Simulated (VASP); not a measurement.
Output of a VASP run:

**OSZICAR**
```
       N       E                     dE             d eps       ncg     rms          rms(c)
DAV:   1     0.428009516615E+02    0.42801E+02   -0.53877E+03  2610   0.104E+03
DAV:   2    -0.208836205727E+01   -0.44889E+02   -0.43836E+02  2787   0.197E+02
DAV:   3    -0.245555762395E+01   -0.36720E+00   -0.36511E+00  3104   0.209E+01
DAV:   4    -0.245744263009E+01   -0.18850E-02   -0.18849E-02  3073   0.139E+00
DAV:   5    -0.245746587625E+01   -0.23246E-04   -0.23245E-04  3111   0.128E-01    0.744E+00
DAV:   6    -0.222944903174E+01    0.22802E+00   -0.10547E+00  2680   0.960E+00    0.366E+00
DAV:   7    -0.221846155773E+01    0.10987E-01   -0.67091E-03  2889   0.785E-01    0.191E+00
DAV:   8    -0.221456513212E+01    0.38964E-02   -0.11218E-03  2753   0.297E-01    0.419E-02
DAV:   9    -0.221457083954E+01   -0.57074E-05   -0.71712E-06  3841   0.280E-02    0.106E-02
DAV:  10    -0.221457472889E+01   -0.38893E-05   -0.19885E-06  2785   0.169E-02    0.203E-03
DAV:  11    -0.221457463868E+01    0.90202E-07   -0.21049E-08  2026   0.131E-03
   1 F= -.22145746E+01 E0= -.22145055E+01  d E =-.207420E-03
```

File OUTCAR:
```
------------------------ aborting loop because EDIFF is reached ----------------------------------------
  FORCE on cell =-STRESS in cart. coord.  units (eV):
  Direction    XX          YY          ZZ          XY          YZ          ZX
  --------------------------------------------------------------------------------------
  Total        0.5134167      0.5134167      0.5134167     -0.0000000      0.0000000     -0.0000000
  in kB       55.5584922     55.5584922     55.5584922     -0.0000000      0.0000000     -0.0000000
  external PRESSURE =      55.5584922 kB  Pullay stress =       0.0000000 kB
  volume of cell :       14.81
      direct lattice vectors                 reciprocal lattice vectors
     0.000000000  1.948947017  1.948947017    -0.256548791  0.256548791  0.256548791
     1.948947017  0.000000000  1.948947017     0.256548791 -0.256548791  0.256548791
     1.948947017  1.948947017  0.000000000     0.256548791  0.256548791 -0.256548791
 POSITION                                       TOTAL-FORCE (eV/Angst)
 -----------------------------------------------------------------------------------
      0.00000      0.00000      0.00000         0.000000     -0.000000      0.000000
 -----------------------------------------------------------------------------------
    total drift:                               -0.000000     -0.000000     -0.000000
  FREE ENERGIE OF THE ION-ELECTRON SYSTEM (eV)
  ---------------------------------------------------
  free  energy   TOTEN  =        -2.2145746387 eV

  energy  without entropy=       -2.2143672191  energy(sigma->0) =       -2.21450550
```
(Selected blocks of OUTCAR.)

POSCAR:
```
Pd
1
    0.0000000000     1.9489470165     1.9489470165
    1.9489470165     0.0000000000     1.9489470165
    1.9489470165     1.9489470165     0.0000000000
Pd
1
Direct
  0.0000000000   0.0000000000   0.0000000000
```

Problem. Reconstruct the remaining input files.

Solution. One answer among several that fit: the input of the run itself, optB88-vdW, plane waves, VASP's PBE PAW potentials (set 64).

### INCAR
```
ENCUT  =  520   # plane-wave cut-off (eV)
ISIF  =  2
ISMEAR  =  1   # Methfessel-Paxton
PREC  =  Accurate
LASPH  =  T   # aspherical one-centre terms
LREAL  =  F
LUSE_VDW  =  T
SIGMA  =  0.1
AGGAC  =  0.0
LWAVE  =  F
EDIFF  =  1E-7
PARAM2  =  0.22
ALGO  =  Normal   # blocked Davidson
LCHARG  =  F
SYSTEM  =  Pd
GGA  =  BO
NELM  =  100   # most electronic steps
LMAXMIX  =  4   # l cut-off of mixed one-centre charges
PARAM1  =  0.1833333333
```

**KPOINTS**
```
Automatic mesh
0
Gamma
16 16 16
0 0 0
```

POTCAR, in this order: Pd (PBE.64 set). Program: vasp_std.

The compound is Pd in the fcc structure. This cell is one point of a volume scan, at 0.97 of the reference volume.
